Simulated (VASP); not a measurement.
# SnSe2: single point with PBE+D3(BJ)

Crystal: SnSe2.

```
CELL_PARAMETERS angstrom
3.81100 0.00000 0.00000
-1.90550 3.30042 0.00000
0.00000 0.00000 6.13700
ATOMIC_POSITIONS crystal
Sn 0.00000 0.00000 0.00000
Se 0.33333 0.66667 0.25000
Se 0.66667 0.33333 0.75000
```

| Quantity | Value |
| --- | --- |
| Program | VASP 6.6.1 |
| Task | single point |
| Functional | PBE |
| Dispersion | D3(BJ) |
| Potentials or basis | VASP PAW PBE potentials, release 64 (Sn_d, Se) |
| Cutoff | 520 eV |
| k mesh | 9 × 9 × 6 |
| Occupations | gaussian, width 0.05 eV |
| Spin | no spin polarisation |
| Dipole correction | no |
| Further INCAR settings | ALGO = Fast; EDIFF = 1e-07; NBANDS = 20 |

| Item | Value |
| --- | --- |
| Pressure | 3.1 GPa |
| Largest force | 0.748 eV/Å |
| Band gap on the k mesh | 0.69 eV, indirect (least direct gap 1.09 eV) |
| Dispersion energy per atom | -0.361 eV |

Forces on the atoms (eV/Å):
```
Sn   0.000  0.000  0.000
Se   0.000  0.000  0.748
Se   0.000  0.000 -0.748
```

Stress tensor (GPa, compression positive):
```
2.61 0.00 0.00
0.00 2.61 0.00
0.00 0.00 3.94
```

Levels at points of the mesh, in eV from the valence-band top:
```csv
k point,band 11,band 12,band 13,band 14,band 15,band 16
"(0.00, 0.00, 0.00)",-0.40,-0.40,-0.03,1.06,2.94,4.63
"(0.00, 0.00, 0.50)",-0.79,-0.24,-0.24,2.44,2.91,4.35
```

It took 57 s on 1 thread of AMD EPYC 9R45 96-Core Processor (Zen 5), with other jobs on the host, peak memory 0.22 GiB.

Caveat: spin-orbit coupling is left out, which moves the levels of the heavy elements; an odd mesh through Γ misses points on the zone boundary, where band edges often lie; the cell's inner coordinates are idealised or old, which leaves forces on the atoms.
